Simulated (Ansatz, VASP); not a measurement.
NaCuH4: VASP beside Ansatz

INCAR

```
  ALGO = Normal
  EDIFF = 1E-6
  ENCUT = 520
  GGA = PE
  ISIF = 2
  ISMEAR = 0
  LASPH = T
  LCHARG = T
  LELF = T
  LREAL = F
  LVHAR = T
  LWAVE = F
  NBANDS = 20
  NELM = 80
  PREC = Accurate
  SIGMA = 0.1
```

Contents of KPOINTS:

```
k-points
0
Gamma
  4 4 4
```

File POSCAR:

```
NaCuH4
1.0
    4.0392085900      0.0000000000      0.0000000000
    0.0000000000      4.0392085900      0.0000000000
    0.0000000000      0.0000000000      5.7123035600
Na Cu H
1 1 4
Direct
    0.0000000000      0.0000000000      0.0000000000
    0.5000000000      0.5000000000      0.5000000000
    0.5000000000      0.0000000000      0.2500000000
    0.0000000000      0.5000000000      0.7500000000
    0.5000000000      0.0000000000      0.7500000000
    0.0000000000      0.5000000000      0.2500000000
```

Input for Ansatz:

```yaml
crystal:
  lattice:
    - [4.03920859, 0.0, 0.0]
    - [0.0, 4.03920859, 0.0]
    - [0.0, 0.0, 5.71230356]
  atoms:
    - { symbol: Na, position: [0.0, 0.0, 0.0] }
    - { symbol: Cu, position: [0.5, 0.5, 0.5] }
    - { symbol: H, position: [0.5, 0.0, 0.25] }
    - { symbol: H, position: [0.0, 0.5, 0.75] }
    - { symbol: H, position: [0.5, 0.0, 0.75] }
    - { symbol: H, position: [0.0, 0.5, 0.25] }
basis:
  ecutwfc: 420
kpoints:
  mp_grid: { grid: [4, 4, 4] }
hamiltonian:
  xc: pbe
scf:
  occupations: { method: gaussian, width: 0.1 }
  lower_state_search: "off"
output:
  forces: true
  stress: true
  eigenvalues: true
```

Alike in both runs: task single point; functional PBE; k mesh 4 × 4 × 4; occupations gaussian, width 0.1 eV; no spin polarisation.

|  | VASP | Ansatz |
| --- | --- | --- |
| version | VASP 6.6.1 | Ansatz 0.2.0 |
| potentials or method | VASP PAW PBE potentials, release 64 (Na_pv, Cu, H) | scalar-relativistic, plane waves, PAW |
| plane-wave cutoff (eV) | 520 | 420 |
| valence electrons in the cell | 22 | 32 |

Ansatz gave:

| Item | Value |
| --- | --- |
| gap on the k mesh at the Fermi level (eV) | none |
| pressure (GPa) | -10.4 |
| largest component of the traceless stress (GPa) | 0.38 |
| rms of the force components (eV/Å) | 0.323 |

Estimate VASP's values.

gap on the k mesh at the Fermi level (eV): none; pressure (GPa): -10.5; largest component of the traceless stress (GPa): 0.38; rms of the force components (eV/Å): 0.321.

Atom by atom the forces differ by 0.002 eV/Å (rms over components). A gap of «none» marks a metal or a gap that the smearing closes. The two sets of potentials don't hold the same shells in valence.

Caveats: the k mesh is coarse (spacing up to 0.39 Å⁻¹), so the values aren't converged.
